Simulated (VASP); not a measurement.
```
W
1.0
    2.62124     0.00000     0.00000
    0.00000     2.62124     0.00000
    0.00000     0.00000     2.62124
W
1
Direct
  0.00000   0.00000   0.00000
```

Level of theory: r2SCAN meta-GGA with spin-orbit coupling, VASP's PBE PAW potentials (set 64) (plane waves; VASP 6.6.1). Settings: 400 eV cut-off, 12×12×12 Γ-centred mesh, Gaussian smearing of 0.050 eV, potentials W_sv.

Give the energies of bands 9 to 20 at the high-symmetry points, in eV from the Fermi level.

| band | Γ | X | M | R |
|---|---|---|---|---|
| 9 | -9.15 | -5.46 | -5.92 | -4.26 |
| 10 | -9.15 | -5.46 | -5.92 | -4.26 |
| 11 | -4.85 | -3.82 | -3.25 | -4.26 |
| 12 | -4.85 | -3.82 | -3.25 | -4.26 |
| 13 | -4.85 | -0.89 | 1.69 | -3.93 |
| 14 | -4.85 | -0.89 | 1.69 | -3.93 |
| 15 | 4.82 | 0.87 | 2.03 | 7.79 |
| 16 | 4.82 | 0.87 | 2.03 | 7.79 |
| 17 | 4.82 | 1.22 | 4.25 | 7.87 |
| 18 | 4.82 | 1.22 | 4.25 | 7.87 |
| 19 | 5.52 | 5.49 | 5.65 | 7.87 |
| 20 | 5.52 | 5.49 | 5.65 | 7.87 |

It has no gap at this level: it comes out as a metal or semimetal.

The structure was generated: W was put into the simple-cubic type (Pm-3m), which need not be its known phase. It was relaxed first.
